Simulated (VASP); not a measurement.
Computed with r2SCAN+rVV10, VASP's PBE PAW potentials (set 64) (plane waves; VASP 6.6.1).

VASP ran on this input.

POSCAR:
```
Sn
1
   -2.9235401611     2.9235401611     1.5895748995
    2.9235401611    -2.9235401611     1.5895748995
    2.9235401611     2.9235401611    -1.5895748995
Sn
2
Direct
  0.2500000000   0.7500000000   0.5000000000
  1.0000000000   0.0000000000   1.0000000000
```

### INCAR
```
# general
SYSTEM   = Sn
PREC     = Accurate
ENCUT    = 520
LREAL    = .FALSE.   # projection in real space or not
LASPH    = .TRUE.   # aspherical one-centre terms

# electronic loop
EDIFF    = 1E-6   # SCF stop (eV)
NELM     = 100
ALGO     = Normal   # blocked Davidson
LMAXMIX  = 4   # l cut-off of mixed one-centre charges
LMIXTAU  = .TRUE.

# smearing
ISMEAR   = 1   # Methfessel-Paxton
SIGMA    = 0.1   # width (eV)

# functional
METAGGA  = R2SCAN
LUSE_VDW = .TRUE.
BPARAM   = 11.95
CPARAM   = 0.0093

# ions
IBRION   = 2   # conjugate gradients
NSW      = 60   # most ionic steps
ISIF     = 3
EDIFFG   = -0.01

# output
LWAVE    = .FALSE.
LCHARG   = .FALSE.
```

KPOINTS:
```
Automatic mesh
0
Gamma
12 12 12
0 0 0
```

POTCAR, in this order: Sn_d (PBE.64 set). Program: vasp_std.

Output

**OSZICAR**
```
       N       E                     dE             d eps       ncg     rms          rms(c)
DAV:   1     0.161357615059E+03    0.16136E+03   -0.15435E+04  5876   0.249E+03
DAV:   2    -0.342266063389E+02   -0.19558E+03   -0.19339E+03  5870   0.458E+02
DAV:   3    -0.521441726229E+02   -0.17918E+02   -0.17703E+02  6698   0.143E+02
DAV:   4    -0.526934962174E+02   -0.54932E+00   -0.54812E+00  6798   0.272E+01
DAV:   5    -0.527155210526E+02   -0.22025E-01   -0.22024E-01  8002   0.495E+00    0.393E+00
DAV:   6    -0.486415298532E+02    0.40740E+01   -0.14508E+00  6266   0.224E+01    0.186E+00
DAV:   7    -0.481232681624E+02    0.51826E+00   -0.40244E-01  6244   0.742E+00    0.922E-01
DAV:   8    -0.485193895523E+02   -0.39612E+00   -0.26581E-01  5902   0.441E+00    0.481E-01
DAV:   9    -0.485325652803E+02   -0.13176E-01   -0.34662E-02  6154   0.146E+00    0.892E-02
DAV:  10    -0.485311902810E+02    0.13750E-02   -0.25461E-02  5994   0.145E+00    0.810E-02
DAV:  11    -0.485383010476E+02   -0.71108E-02   -0.11612E-02  5948   0.780E-01    0.382E-02
DAV:  12    -0.485388974914E+02   -0.59644E-03   -0.52984E-04  6096   0.167E-01    0.191E-02
DAV:  13    -0.485390292421E+02   -0.13175E-03   -0.11459E-04  6332   0.131E-01    0.534E-03
DAV:  14    -0.485390299440E+02   -0.70189E-06   -0.63203E-05  6072   0.101E-01    0.634E-03
DAV:  15    -0.485390389986E+02   -0.90546E-05   -0.18707E-05  5930   0.621E-02    0.365E-03
DAV:  16    -0.485390382669E+02    0.73177E-06   -0.14213E-06  4836   0.143E-02
   1 F= -.48539038E+02 E0= -.48538892E+02  d E =-.485390E+02
       N       E                     dE             d eps       ncg     rms          rms(c)
DAV:   1    -0.485407474856E+02   -0.17085E-02   -0.39928E-02  6618   0.331E+00    0.223E-01
DAV:   2    -0.485394174666E+02    0.13300E-02   -0.26567E-03  7414   0.895E-01    0.106E-01
DAV:   3    -0.485390158965E+02    0.40157E-03   -0.10923E-03  7672   0.552E-01    0.189E-02
DAV:   4    -0.485390058887E+02    0.10008E-04   -0.33100E-04  5998   0.152E-01    0.738E-03
DAV:   5    -0.485390644897E+02   -0.58601E-04   -0.30722E-05  5944   0.446E-02    0.505E-03
DAV:   6    -0.485390738427E+02   -0.93530E-05   -0.57939E-06  4866   0.204E-02    0.329E-03
DAV:   7    -0.485390717262E+02    0.21165E-05   -0.17344E-06  4602   0.166E-02    0.132E-03
DAV:   8    -0.485390759193E+02   -0.41931E-05   -0.87550E-07  4370   0.114E-02    0.646E-04
DAV:   9    -0.485390733373E+02    0.25821E-05   -0.30891E-07  2996   0.774E-03    0.146E-04
DAV:  10    -0.485390740227E+02   -0.68543E-06   -0.37143E-08  2980   0.318E-03
   2 F= -.48539074E+02 E0= -.48538952E+02  d E =-.357558E-04
       N       E                     dE             d eps       ncg     rms          rms(c)
DAV:   1    -0.485391896855E+02   -0.11635E-03   -0.26835E-03  6622   0.862E-01    0.576E-02
DAV:   2    -0.485391049808E+02    0.84705E-04   -0.17850E-04  7410   0.232E-01    0.274E-02
DAV:   3    -0.485390807836E+02    0.24197E-04   -0.72196E-05  7664   0.142E-01    0.489E-03
DAV:   4    -0.485390697998E+02    0.10984E-04   -0.21329E-05  5994   0.381E-02    0.190E-03
DAV:   5    -0.485390756745E+02   -0.58747E-05   -0.19024E-06  4622   0.115E-02    0.127E-03
DAV:   6    -0.485390765495E+02   -0.87501E-06   -0.51533E-07  2996   0.867E-03
   3 F= -.48539077E+02 E0= -.48538948E+02  d E =-.382827E-04
```

OUTCAR:
```
------------------------ aborting loop because EDIFF is reached ----------------------------------------
  FORCE on cell =-STRESS in cart. coord.  units (eV):
  Direction    XX          YY          ZZ          XY          YZ          ZX
  --------------------------------------------------------------------------------------
  Total        0.0120434      0.0120434     -0.0120221      0.0000000      0.0000000      0.0000000
  in kB        0.3556524      0.3556524     -0.3550242      0.0000000      0.0000000      0.0000000
  external PRESSURE =       0.1187602 kB  Pullay stress =       0.0000000 kB
  volume of cell :       54.25
      direct lattice vectors                 reciprocal lattice vectors
    -2.922802733  2.922802733  1.587717443     0.000000000  0.171068678  0.314917495
     2.922802733 -2.922802733  1.587717443     0.171068678  0.000000000  0.314917495
     2.922802733  2.922802733 -1.587717443     0.171068678  0.171068678  0.000000000
 POSITION                                       TOTAL-FORCE (eV/Angst)
 -----------------------------------------------------------------------------------
      2.92280      0.00000      0.79386        -0.000000      0.000000      0.000000
      0.00000      0.00000      0.00000         0.000000     -0.000000     -0.000000
 -----------------------------------------------------------------------------------
    total drift:                               -0.000000     -0.000000      0.000000
  FREE ENERGIE OF THE ION-ELECTRON SYSTEM (eV)
  ---------------------------------------------------
  free  energy   TOTEN  =       -48.5390765495 eV

  energy  without entropy=      -48.5386919871  energy(sigma->0) =      -48.53894836

 reached required accuracy - stopping structural energy minimisation
```
(Selected blocks of OUTCAR.)

### CONTCAR
```
Sn
   1.00000000000000
    -2.9228027331085222    2.9228027331085222    1.5877174425908076
     2.9228027331085222   -2.9228027331085222    1.5877174425908076
     2.9228027331085222    2.9228027331085222   -1.5877174425908076
  Sn
     2
Direct
     0.2500000000000000    0.7500000000000000    0.5000000000000000
     0.0000000000000000    0.0000000000000000    0.0000000000000000
```

The compound is Sn in the beta structure. This run relaxes it. Symmetry was kept, so distortions that lower it aren't found. The start is the result of an earlier pass.
